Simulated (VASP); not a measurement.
All values below come from PBE GGA, VASP's PBE PAW potentials (set 64) (plane waves; VASP).

The input files of a VASP run:

File POSCAR:
```
Ru
1
    2.7221462147     0.0000000000     0.0000000000
   -1.3610731074     2.3574479326     0.0000000000
    0.0000000000     0.0000000000     4.2896796116
Ru
2
Direct
  0.6666670000   0.3333330000   0.7500000000
  0.3333330000   0.6666670000   0.2500000000
```

**INCAR**
```
! general
SYSTEM  = Ru
PREC    = Normal
ENCUT   = 400   ! plane-wave cut-off (eV)
LREAL   = .False.
LASPH   = .True.

! electronic loop
EDIFF   = 1E-5
NELM    = 100   ! most electronic steps
NELMIN  = 4
ALGO    = Fast   ! Davidson, then RMM-DIIS
LMAXMIX = 4

! smearing
ISMEAR  = 1
SIGMA   = 0.1

! functional
GGA     = PE   ! PBE

! ions
IBRION  = 2   ! conjugate gradients
NSW     = 20
ISIF    = 2
EDIFFG  = -0.03   ! ionic stop

! output
LWAVE   = .False.
LCHARG  = .False.
```

### KPOINTS
```
K-points
0
gamma
 17 17 10
0 0 0
```

POTCAR, in this order: Ru_pv (PBE.64 set). Program: vasp_std.

Output of the run:

File OUTCAR:
```
 ion  position               nearest neighbor table
   1  0.667  0.333  0.750-   2 2.66   2 2.66   2 2.66   2 2.66   2 2.66   2 2.66
   2  0.333  0.667  0.250-   1 2.66   1 2.66   1 2.66   1 2.66   1 2.66   1 2.66
  LATTYP: Found a hexagonal cell.
 ALAT       =     2.7221462147
 C/A-ratio  =     1.5758446730
 Subroutine PRICEL returns:
 Original cell was already a primitive cell.
 Subroutine GETGRP returns: Found 24 space group operations
The static configuration has the point symmetry D_3d.
 The point group associated with its full space group is D_6h.
The dynamic configuration has the point symmetry D_3d.
 Subroutine INISYM returns: Found 24 space group operations
 Subroutine IBZKPT returns following result:
 Found    198 irreducible k-points:

 Following reciprocal coordinates:
            Coordinates               Weight
  0.000000  0.000000  0.000000      1.000000
  0.058824 -0.000000  0.000000      6.000000
  0.117647 -0.000000  0.000000      6.000000
  0.176471  0.000000  0.000000      6.000000
  0.235294 -0.000000  0.000000      6.000000
  0.294118 -0.000000  0.000000      6.000000
  0.352941 -0.000000  0.000000      6.000000
  0.411765  0.000000  0.000000      6.000000
  0.470588 -0.000000  0.000000      6.000000
  0.058824  0.058824  0.000000      6.000000
  0.117647  0.058824  0.000000     12.000000
  0.176471  0.058824  0.000000     12.000000
  0.235294  0.058824  0.000000     12.000000
  0.294118  0.058824  0.000000     12.000000
  0.352941  0.058824  0.000000     12.000000
  0.411765  0.058824  0.000000     12.000000
  0.470588  0.058824  0.000000      6.000000
  0.117647  0.117647  0.000000      6.000000
  0.176471  0.117647  0.000000     12.000000
  0.235294  0.117647  0.000000     12.000000
  0.294118  0.117647  0.000000     12.000000
  0.352941  0.117647  0.000000     12.000000
  0.411765  0.117647  0.000000     12.000000
  0.176471  0.176471  0.000000      6.000000
  0.235294  0.176471  0.000000     12.000000
  0.294118  0.176471  0.000000     12.000000
  0.352941  0.176471  0.000000     12.000000
  0.411765  0.176471  0.000000      6.000000
  0.235294  0.235294  0.000000      6.000000
  0.294118  0.235294  0.000000     12.000000
  0.352941  0.235294  0.000000     12.000000
  0.294118  0.294118  0.000000      6.000000
  0.352941  0.294118  0.000000      6.000000
  0.000000  0.000000  0.100000      2.000000
  0.058824 -0.000000  0.100000     12.000000
  0.117647 -0.000000  0.100000     12.000000
  0.176471  0.000000  0.100000     12.000000
  0.235294 -0.000000  0.100000     12.000000
  0.294118 -0.000000  0.100000     12.000000
  0.352941 -0.000000  0.100000     12.000000
   k-points           NKPTS =    198   k-points in BZ     NKDIM =    198   number of bands    NBANDS=     18
   number of dos      NEDOS =    301   number of ions     NIONS =      2
   total plane-waves  NPLWV =   4704
   dimension x,y,z NGX =    14 NGY =   14 NGZ =   24
   dimension x,y,z NGXF=    28 NGYF=   28 NGZF=   48
   ions per type =               2
   PREC   = normal    normal or accurate (medium, high low for compatibility)
   ISTART =      0    job   : 0-new  1-cont  2-samecut
   ICHARG =      2    charge: 1-file 2-atom 10-const
   ISPIN  =      1    spin polarized calculation?
   LNONCOLLINEAR =      F non collinear calculations
   LSORBIT =      F    spin-orbit coupling
   INIWAV =      1    electr: 0-lowe 1-rand  2-diag
   ENCUT  =  400.0 eV  29.40 Ry    5.42 a.u.   4.44  4.44  7.00*2*pi/ulx,y,z
   NELM   =    100;   NELMIN=  4; NELMDL= -5     # of ELM steps
   EDIFF  = 0.1E-04   stopping-criterion for ELM
   LREAL  =      F    real-space projection
...
```

OSZICAR:
```
       N       E                     dE             d eps       ncg     rms          rms(c)
DAV:   1     0.244103889150E+03    0.24410E+03   -0.15893E+04  7184   0.143E+03
DAV:   2    -0.141200657757E+02   -0.25822E+03   -0.25292E+03  7564   0.444E+02
DAV:   3    -0.197538756463E+02   -0.56338E+01   -0.54488E+01  7506   0.700E+01
DAV:   4    -0.198201724274E+02   -0.66297E-01   -0.65961E-01  8806   0.645E+00
DAV:   5    -0.198211156167E+02   -0.94319E-03   -0.94315E-03  7706   0.700E-01    0.172E+01
RMM:   6    -0.185391883333E+02    0.12819E+01   -0.33013E+00  7128   0.173E+01    0.451E+00
RMM:   7    -0.184659925285E+02    0.73196E-01   -0.53156E-01  7128   0.567E+00    0.934E-01
RMM:   8    -0.184606210185E+02    0.53715E-02   -0.30147E-02  7128   0.167E+00    0.581E-01
RMM:   9    -0.184592911853E+02    0.13298E-02   -0.37688E-03  7130   0.530E-01    0.540E-02
RMM:  10    -0.184592964878E+02   -0.53026E-05   -0.32306E-04  7147   0.182E-01    0.138E-02
RMM:  11    -0.184592968997E+02   -0.41190E-06   -0.80645E-05  5626   0.547E-02
   1 F= -.18459297E+02 E0= -.18458588E+02  d E =-.184593E+02
```

**OUTCAR**
```
------------------------ aborting loop because EDIFF is reached ----------------------------------------
  FORCE on cell =-STRESS in cart. coord.  units (eV):
  Direction    XX          YY          ZZ          XY          YZ          ZX
  --------------------------------------------------------------------------------------
  Total       -0.2224780     -0.2224781     -0.0721910      0.0000000     -0.0000000      0.0000000
  in kB      -12.9484959    -12.9484977     -4.2016068      0.0000000     -0.0000000      0.0000000
  external PRESSURE =     -10.0328668 kB  Pullay stress =       0.0000000 kB
  volume of cell :       27.53
      direct lattice vectors                 reciprocal lattice vectors
     2.722146215  0.000000000  0.000000000     0.367357196  0.212093762  0.000000000
    -1.361073107  2.357447933  0.000000000     0.000000000  0.424187523  0.000000000
     0.000000000  0.000000000  4.289679612     0.000000000  0.000000000  0.233117643
 POSITION                                       TOTAL-FORCE (eV/Angst)
 -----------------------------------------------------------------------------------
      1.36107      0.78582      3.21726        -0.000000     -0.000000      0.000000
     -0.00000      1.57163      1.07242         0.000000      0.000000      0.000000
 -----------------------------------------------------------------------------------
    total drift:                               -0.000445      0.000257     -0.000046
  FREE ENERGIE OF THE ION-ELECTRON SYSTEM (eV)
  ---------------------------------------------------
  free  energy   TOTEN  =       -18.4592968997 eV

  energy  without entropy=      -18.4571710226  energy(sigma->0) =      -18.45858827

 reached required accuracy - stopping structural energy minimisation
```
(Selected blocks of OUTCAR.)

The compound is Ru in the hcp structure. It was relaxed first.
